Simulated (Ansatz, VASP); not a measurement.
# HfO2 in two plane-wave programs, part 2 of 2

One calculation is typed for both programs; each brings its own data sets. How far apart do they land? The structure shown comes from an earlier Ansatz run, which isn't shown and may have moved the atoms alone.

VASP 6.6.1 and Ansatz 0.2.0.

So far: Set-up; Ansatz: elastic constants, LDA.

## Step 3: VASP: elastic constants, LDA

Level of this step: LDA; plane waves and PAW (Hf_pv, O) (VASP).

The same cell, functional (in two slightly different forms) and mesh now go to VASP, with its own data sets.

Lines of VASP's logs that name or quote its potential files are left out, and so is its time.

The input, INCAR:

```
SYSTEM = HfO2
PREC = Accurate
ENCUT = 600
EDIFF = 1E-08
NELM = 120
ISMEAR = 0
SIGMA = 0.01
LREAL = .FALSE.
ALGO = Normal
GGA = PW92
NBANDS = 17
LASPH = .TRUE.
LORBIT = 11
LWAVE = .FALSE.
LCHARG = .FALSE.
ISIF = 3
IBRION = 6
NFREE = 2
POTIM = 0.015
NSW = 1
GGA_COMPAT = .FALSE.
EFERMI = MIDGAP
```

The input, POSCAR:

```
HfO2
1.0
   -2.4810080164      0.0000000000      2.4810080164
    0.0000000000      2.4810080164      2.4810080164
   -2.4810080164      2.4810080164      0.0000000000
Hf O
1 2
Direct
    0.0000000000      0.0000000000      0.0000000000
    0.7500000000      0.7500000000      0.7500000000
    0.2500000000      0.2500000000      0.2500000000
```

The input, KPOINTS:

```
Automatic mesh
0
Gamma
8 8 8
0 0 0
```

The projector-augmented-wave data sets are Hf_pv and O (LDA family, release 64).

Command:

```console
$ mpirun -np 1 vasp_std
```

The log of the run:

```text
[banner, memory and clock lines left out]
running    1 mpi-ranks, on    1 nodes
 distrk:  each k-point on    1 cores,    1 groups
 distr:  one band on    1 cores,    1 groups

 POSCAR found type information on POSCAR HfO
 POSCAR found :  2 types and       3 ions
|                                                                             |
|               ----> ADVICE to this user running VASP <----                  |
|                                                                             |
|     You enforced a specific xc type in the INCAR file but a different       |
|     [... a line on the potential file left out ...]
|     I HOPE YOU KNOW WHAT YOU ARE DOING!                                     |
|                                                                             |

 LDA part: xc-table for (Slater(with rela. corr.)+PW92), standard interpolation
 POSCAR, INCAR and KPOINTS ok, starting setup
 FFT: planning ... GRIDC
 FFT: planning ... GRID_SOFT
 FFT: planning ... GRID
 WAVECAR not read
 entering main loop
       N       E                     dE             d eps       ncg     rms          rms(c)
DAV:   1     0.987040622645E+02    0.98704E+02   -0.13818E+04   986   0.144E+03
DAV:   2    -0.347501505773E+02   -0.13345E+03   -0.12972E+03  1239   0.319E+02
DAV:   3    -0.386514031973E+02   -0.39013E+01   -0.38926E+01  1186   0.491E+01
DAV:   4    -0.386728740339E+02   -0.21471E-01   -0.21465E-01  1262   0.400E+00
DAV:   5    -0.386729989317E+02   -0.12490E-03   -0.12488E-03  1167   0.286E-01    0.568E+01
DAV:   6    -0.332884397747E+02    0.53846E+01   -0.21897E+01  1005   0.343E+01    0.475E+01
DAV:   7    -0.331464952554E+02    0.14194E+00   -0.68049E-01  1131   0.715E+00    0.308E+01
DAV:   8    -0.331011260509E+02    0.45369E-01   -0.18550E-01  1016   0.411E+00    0.784E+00
DAV:   9    -0.330879020908E+02    0.13224E-01   -0.37960E-02  1046   0.170E+00    0.245E+00
DAV:  10    -0.330875671350E+02    0.33496E-03   -0.21312E-03  1225   0.364E-01    0.734E-02
DAV:  11    -0.330875625246E+02    0.46103E-05   -0.11815E-04  1160   0.904E-02    0.561E-02
DAV:  12    -0.330875629639E+02   -0.43926E-06   -0.56971E-06  1258   0.191E-02    0.208E-02
DAV:  13    -0.330875630275E+02   -0.63545E-07   -0.16724E-07  1228   0.359E-03    0.232E-03
DAV:  14    -0.330875630291E+02   -0.15955E-08   -0.24228E-09   791   0.453E-04
   1 F= -.33087563E+02 E0= -.33087563E+02  d E =0.000000E+00
[... from here on, the cycles between the ionic steps are left out ...]
   2 F= -.33082640E+02 E0= -.33082640E+02  d E =0.000000E+00
   9 F= -.33084913E+02 E0= -.33084913E+02  d E =0.000000E+00
  10 F= -.33084913E+02 E0= -.33084913E+02  d E =0.000000E+00
  11 F= -.33084913E+02 E0= -.33084913E+02  d E =0.000000E+00
  12 F= -.33084913E+02 E0= -.33084913E+02  d E =0.000000E+00
  13 F= -.33084913E+02 E0= -.33084913E+02  d E =0.000000E+00
  14 F= -.33086738E+02 E0= -.33086738E+02  d E =0.000000E+00
  15 F= -.33086738E+02 E0= -.33086738E+02  d E =0.000000E+00
  16 F= -.33086096E+02 E0= -.33086096E+02  d E =0.000000E+00
 Finite differences progress:
  Degree of freedom:   8/  8
  Displacement:        1/  2
  Total:              15/ 16
 bond charge predicted
       N       E                     dE             d eps       ncg     rms          rms(c)
DAV:   1    -0.330859257230E+02    0.17073E-03   -0.34403E+00  3230   0.131E+01    0.106E+00
DAV:   2    -0.330868772370E+02   -0.95151E-03   -0.30267E-02  4269   0.133E+00    0.802E-01
DAV:   3    -0.330861077814E+02    0.76946E-03   -0.15660E-03  4235   0.360E-01    0.291E-01
DAV:   4    -0.330861003227E+02    0.74587E-05   -0.38616E-04  4143   0.156E-01    0.601E-02
DAV:   5    -0.330860976868E+02    0.26359E-05   -0.19207E-05  3918   0.352E-02    0.225E-02
DAV:   6    -0.330860964643E+02    0.12225E-05   -0.31645E-06  3796   0.161E-02    0.727E-03
DAV:   7    -0.330860964511E+02    0.13181E-07   -0.49509E-07  3576   0.537E-03    0.181E-03
DAV:   8    -0.330860964501E+02    0.10068E-08   -0.11758E-08  3187   0.105E-03
  17 F= -.33086096E+02 E0= -.33086096E+02  d E =0.000000E+00
 Finite differences progress:
  Degree of freedom:   8/  8
  Displacement:        2/  2
  Total:              16/ 16
```

OUTCAR, selected parts (step 3):

```text
ion  position               nearest neighbor table
   1  0.000  0.000  0.000-   2 2.15   2 2.15   2 2.15   3 2.15   3 2.15   3 2.15   3 2.15   2 2.15

  LATTYP: Found a face centered cubic cell.
 ALAT       =     4.9620160328

 Subroutine GETGRP returns: Found 48 space group operations
 (whereof 48 operations were pure point group operations)

The static configuration has the point symmetry O_h .

 Found     29 irreducible k-points:

   k-points           NKPTS =     29   k-points in BZ     NKDIM =     29   number of bands    NBANDS=     17

   dimension x,y,z NGX =    28 NGY =   28 NGZ =   28
   dimension x,y,z NGXF=    56 NGYF=   56 NGZF=   56

   ENCUT  =  600.0 eV  44.10 Ry    6.64 a.u.   7.01  7.01  7.01*2*pi/ulx,y,z

   NELECT =      22.0000    total number of electrons

 k-points in reciprocal lattice and weights: Automatic mesh
   0.00000000  0.00000000  0.00000000       0.002
   0.12500000  0.00000000  0.00000000       0.016
   0.25000000  0.00000000  0.00000000       0.016
   0.37500000  0.00000000  0.00000000       0.016
   0.50000000  0.00000000  0.00000000       0.008
   0.12500000  0.12500000  0.00000000       0.012
   0.25000000  0.12500000  0.00000000       0.047
   0.37500000  0.12500000  0.00000000       0.047
   0.50000000  0.12500000  0.00000000       0.047
[...]
-0.37500000  0.50000000  0.12500000       0.023
  -0.25000000  0.50000000  0.25000000       0.012

 average (electrostatic) potential at core
       1 -36.7777       2 -70.1392       3 -70.1390

 E-fermi :   6.5134

 k-point     1 :       0.0000    0.0000    0.0000
  band No.  band energies     occupation
    ...
      7      -1.1885      2.00000
      8      -1.1697      2.00000
      9       3.9718      2.00000
     10       3.9853      2.00000
     11       3.9982      2.00000
     12       8.4596      0.00000
     13       8.4610      0.00000
     14      10.8467      0.00000
     15      15.7706      0.00000
     16      15.8296      0.00000
    ...

 k-point     2 :       0.1250    0.0000    0.0000
  band No.  band energies     occupation
    ...
      7      -1.0224      2.00000
      8      -0.6949      2.00000
      9       3.5181      2.00000
     10       3.6624      2.00000
     11       3.6764      2.00000
     12       8.7969      0.00000
     13       8.8078      0.00000
     14      11.4496      0.00000
     15      14.9666      0.00000
     16      15.5077      0.00000
    ...

 k-point     3 :       0.2500    0.0000    0.0000
  band No.  band energies     occupation
    ...
      7      -0.6330      2.00000
      8       0.3970      2.00000
      9       2.6042      2.00000
     10       3.1133      2.00000
     11       3.1139      2.00000
     12       9.2882      0.00000
     13       9.3174      0.00000
     14      11.9861      0.00000
     15      14.3933      0.00000
     16      14.9800      0.00000
    ...

  Total        0.5774733      0.5731104      0.5731104      0.0000000      0.1438120      0.0000000
  in kB       30.2920038     30.0631435     30.0631435      0.0000000      7.5438160      0.0000000
  external PRESSURE =      30.1394303 kB  Pullay stress =       0.0000000 kB

  energy-cutoff  :      600.00
  volume of cell :       30.54
      direct lattice vectors                 reciprocal lattice vectors
    -2.481008016  0.000000000  2.481008016    -0.201530989 -0.201530989  0.201530989
     0.000000000  2.481008016  2.481008016     0.201530989  0.201530989  0.201530989
    -2.481008016  2.481008016  0.000000000    -0.201530989  0.201530989 -0.201530989

 POSITION                                       TOTAL-FORCE (eV/Angst)
 -----------------------------------------------------------------------------------
      0.00000      0.00000      0.00000        -0.055075      0.000000      0.000000
     -3.73651      3.72151      3.72151         0.195385     -0.000000     -0.000000
     -1.24050      1.24050      1.24050        -0.140310     -0.000000     -0.000000
 -----------------------------------------------------------------------------------
    total drift:                                0.000153     -0.000000     -0.000000

  FREE ENERGIE OF THE ION-ELECTRON SYSTEM (eV)
  ---------------------------------------------------
  free  energy   TOTEN  =       -33.0860964501 eV

  energy  without entropy=      -33.0860964501  energy(sigma->0) =      -33.08609645

  SYMMETRIZED ELASTIC MODULI (kBar)
 Direction    XX          YY          ZZ          XY          YZ          ZX
 --------------------------------------------------------------------------------
 XX        6398.0442   1287.4262   1287.4262      0.0000      0.0000      0.0000
 YY        1287.4262   6398.0442   1287.4262     -0.0000      0.0000      0.0000
 ZZ        1287.4262   1287.4262   6398.0442     -0.0000      0.0000     -0.0000
 XY           0.0000     -0.0000     -0.0000   1239.1947     -0.0000     -0.0000
 YZ           0.0000      0.0000      0.0000     -0.0000   1239.1947      0.0000
 ZX           0.0000      0.0000     -0.0000     -0.0000      0.0000   1239.1947
 --------------------------------------------------------------------------------

 Eigenvectors and eigenvalues of the dynamical matrix
 ----------------------------------------------------

   1 f  =   18.487649 THz   116.161327 2PiTHz  616.681604 cm-1    76.458740 meV
             X         Y         Z           dx          dy          dz
      0.000000  0.000000  0.000000    -0.000000   -0.000000    0.000000
     -3.721512  3.721512  3.721512    -0.000000   -0.000000   -0.707107
     -1.240504  1.240504  1.240504     0.000000    0.000000    0.707107

   2 f  =   18.487649 THz   116.161327 2PiTHz  616.681604 cm-1    76.458740 meV
             X         Y         Z           dx          dy          dz
      0.000000  0.000000  0.000000    -0.000000   -0.000000   -0.000000
     -3.721512  3.721512  3.721512     0.046646    0.705567    0.000000
     -1.240504  1.240504  1.240504    -0.046646   -0.705567    0.000000

   3 f  =   18.487649 THz   116.161327 2PiTHz  616.681604 cm-1    76.458740 meV
             X         Y         Z           dx          dy          dz
      0.000000  0.000000  0.000000    -0.000000   -0.000000   -0.000000
     -3.721512  3.721512  3.721512     0.705567   -0.046646    0.000000
     -1.240504  1.240504  1.240504    -0.705567    0.046646    0.000000

   4 f  =    8.130264 THz    51.083958 2PiTHz  271.196432 cm-1    33.624057 meV
             X         Y         Z           dx          dy          dz
      0.000000  0.000000  0.000000    -0.119119   -0.368701    0.043528
     -3.721512  3.721512  3.721512     0.198930    0.615736   -0.072693
     -1.240504  1.240504  1.240504     0.198930    0.615736   -0.072693

   5 f  =    8.130264 THz    51.083958 2PiTHz  271.196432 cm-1    33.624057 meV
             X         Y         Z           dx          dy          dz
      0.000000  0.000000  0.000000     0.371126   -0.119488    0.003505
     -3.721512  3.721512  3.721512    -0.619786    0.199547   -0.005853
     -1.240504  1.240504  1.240504    -0.619786    0.199547   -0.005853

   6 f  =    8.130264 THz    51.083958 2PiTHz  271.196432 cm-1    33.624057 meV
             X         Y         Z           dx          dy          dz
      0.000000  0.000000  0.000000    -0.010025   -0.042503   -0.387450
     -3.721512  3.721512  3.721512     0.016742    0.070980    0.647047
     -1.240504  1.240504  1.240504     0.016742    0.070980    0.647047

   7 f/i=    0.000021 THz     0.000132 2PiTHz    0.000702 cm-1     0.000087 meV
             X         Y         Z           dx          dy          dz
      0.000000  0.000000  0.000000    -0.765250    0.511721   -0.022603
     -3.721512  3.721512  3.721512    -0.229115    0.153208   -0.006767
     -1.240504  1.240504  1.240504    -0.229115    0.153208   -0.006767

   8 f/i=    0.000021 THz     0.000132 2PiTHz    0.000702 cm-1     0.000087 meV
             X         Y         Z           dx          dy          dz
      0.000000  0.000000  0.000000     0.511866    0.765486    0.000445
     -3.721512  3.721512  3.721512     0.153252    0.229186    0.000133
     -1.240504  1.240504  1.240504     0.153252    0.229186    0.000133

   9 f/i=    0.000021 THz     0.000132 2PiTHz    0.000702 cm-1     0.000087 meV
             X         Y         Z           dx          dy          dz
      0.000000  0.000000  0.000000     0.019037   -0.012194   -0.920578
     -3.721512  3.721512  3.721512     0.005700   -0.003651   -0.275620
     -1.240504  1.240504  1.240504     0.005700   -0.003651   -0.275620

 ELASTIC MODULI CONTR FROM IONIC RELAXATION (kBar)
 Direction    XX          YY          ZZ          XY          YZ          ZX
 --------------------------------------------------------------------------------
 XX           0.0000      0.0000      0.0000      0.0000      0.0000      0.0000
 YY           0.0000      0.0000      0.0000      0.0000      0.0000      0.0000
 ZZ           0.0000      0.0000      0.0000      0.0000      0.0000      0.0000
 XY           0.0000      0.0000      0.0000   -430.4271      0.0000     -0.0000
 YZ           0.0000      0.0000      0.0000      0.0000   -430.4271      0.0000
 ZX           0.0000      0.0000      0.0000     -0.0000      0.0000   -430.4271
 --------------------------------------------------------------------------------

 TOTAL ELASTIC MODULI (kBar)
 Direction    XX          YY          ZZ          XY          YZ          ZX
 --------------------------------------------------------------------------------
 XX        6398.0442   1287.4262   1287.4262      0.0000      0.0000      0.0000
 YY        1287.4262   6398.0442   1287.4262     -0.0000      0.0000      0.0000
 ZZ        1287.4262   1287.4262   6398.0442     -0.0000      0.0000     -0.0000
 XY           0.0000     -0.0000     -0.0000    808.7676      0.0000     -0.0000
 YZ           0.0000      0.0000      0.0000      0.0000    808.7676      0.0000
 ZX           0.0000      0.0000     -0.0000     -0.0000      0.0000    808.7676
 --------------------------------------------------------------------------------

 total charge
# of ion       s       p       d       tot
------------------------------------------
    1        0.314   6.670   1.505   8.489
    2        1.550   3.573   0.000   5.123
    3        1.550   3.573   0.000   5.123
--------------------------------------------------
tot          3.415  13.816   1.505  18.736

[... 3 further parts left out ...]
```

Levels, forces or a CONTCAR printed for this step are those of its last displaced cell, not of the structure at rest.

## Step 4: Comparison

Known differences besides the potentials themselves: fixed occupations in Ansatz, narrow Gaussian smearing in VASP; the data sets hold 24 valence electrons in Ansatz (on norm-conserving files, of PseudoDojo where its log says so) and 22 in VASP; the cutoff is 1197.3 eV in Ansatz and 600 eV in VASP; VASP's log shows a relativistic correction to its local exchange, Ansatz's none; VASP takes each elastic constant from one size of strain, Ansatz from those that its log lists. Total energies have different zeros and are not compared.

Compared:

```csv
quantity,Ansatz,VASP,difference
C11 (GPa),636.0,639.8,-0.60 %
C22 (GPa),636.0,639.8,-0.60 %
C33 (GPa),636.0,639.8,-0.60 %
C12 (GPa),121.1,128.7,-5.92 %
C13 (GPa),121.1,128.7,-5.92 %
C23 (GPa),121.1,128.7,-5.92 %
C44 (GPa),80.8,80.9,-0.15 %
C55 (GPa),80.8,80.9,-0.15 %
C66 (GPa),80.8,80.9,-0.15 %
```

## Step 5: Outcome

```yaml
difference_in_c12_elastic_constants_lda: -5.9 %
```

In words: The difference in C12 is -5.9 % (elastic constants, LDA), beyond the 5 % picked in this series as the mark of a large difference. The data sets hold unlike numbers of valence electrons (24 in Ansatz and 22 in VASP), so part of the differences comes from the potentials. Such differences can come from data sets, numerical settings and the points named under the comparisons, not from the functional's error against experiment.

[Lines on the potential files, build, host, timing and source positions are cut from VASP's logs without a mark.]

[Logs are printed without paths, hosts, clocks, repeated set-up lines and the standing remarks that a program may print on its own settings, such as how far it seeks lower states.]

[Hosts, paths, dates, database ids (printed as entryN), source tags and the programs' standing remarks are cut or masked in the printed files.]
